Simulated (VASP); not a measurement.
The input files of a VASP run:

KPOINTS:
```
Automatic mesh
0
Gamma
11 11 6
0 0 0
```

**INCAR**
```
SYSTEM  =  HfS2
PREC  =  Accurate; ENCUT  =  500; LREAL  =  .FALSE.
LASPH  =  .TRUE.
EDIFF  =  1E-6; NELM  =  100; ALGO  =  Normal
LMAXMIX  =  6
ISMEAR  =  1; SIGMA  =  0.1
IBRION  =  2; NSW  =  40; ISIF  =  3
EDIFFG  =  -0.02; PSTRESS  =  300
LWAVE  =  .FALSE.; LCHARG  =  .FALSE.
```

File POSCAR:
```
HfS2
1
    1.6135043971    -2.7946698674    -0.0000000000
    1.6135043971     2.7946698674     0.0000000000
   -0.0000000000    -0.0000000000     5.0621307754
Hf S
1 2
Direct
  0.0000000000   0.0000000000   0.0000000000
  0.3333330000   0.6666670000   0.3017608940
  0.6666670000   0.3333330000   0.6982391060
```

POTCAR, in this order: Hf_pv S (LDA.64 set). Program: vasp_std.

Q: Write an equivalent input for Quantum ESPRESSO's pw.x.

A: One equivalent input (not run):
```
&CONTROL
  calculation = 'vc-relax'
  pseudo_dir = './pseudo'
  outdir = './out'
  tprnfor = .true.
  tstress = .true.
  nstep = 40
  forc_conv_thr = 0.00078
/
&SYSTEM
  ibrav = 0
  nat = 3
  ntyp = 2
  ecutwfc = 58
  occupations = 'smearing'
  smearing = 'methfessel-paxton'
  degauss = 0.00735
  input_dft = 'pz'
/
&ELECTRONS
  conv_thr = 7.3e-08
  electron_maxstep = 100
/
&IONS
/
&CELL
  press = 300
/
ATOMIC_SPECIES
  Hf 178.490 Hf.upf
  S 32.060 S.upf
CELL_PARAMETERS angstrom
     1.6135044   -2.7946699   -0.0000000
     1.6135044    2.7946699    0.0000000
    -0.0000000   -0.0000000    5.0621308
ATOMIC_POSITIONS crystal
  Hf   0.0000000  0.0000000  0.0000000
  S    0.3333330  0.6666670  0.3017609
  S    0.6666670  0.3333330  0.6982391
K_POINTS automatic
  11 11 6 0 0 0
```
Limits of the translation: the potentials are each code's own (VASP's PAW set, PseudoDojo norm-conserving files in pw.x), so ENCUT and ecutwfc are chosen apart and not converted; conv_thr bounds pw.x's estimated SCF error, while EDIFF bounds the energy change between steps; forc_conv_thr acts on force components and is met together with etot_conv_thr.

The compound is HfS2 in the 1T layered structure. It was relaxed first under an external pressure of 30 GPa.
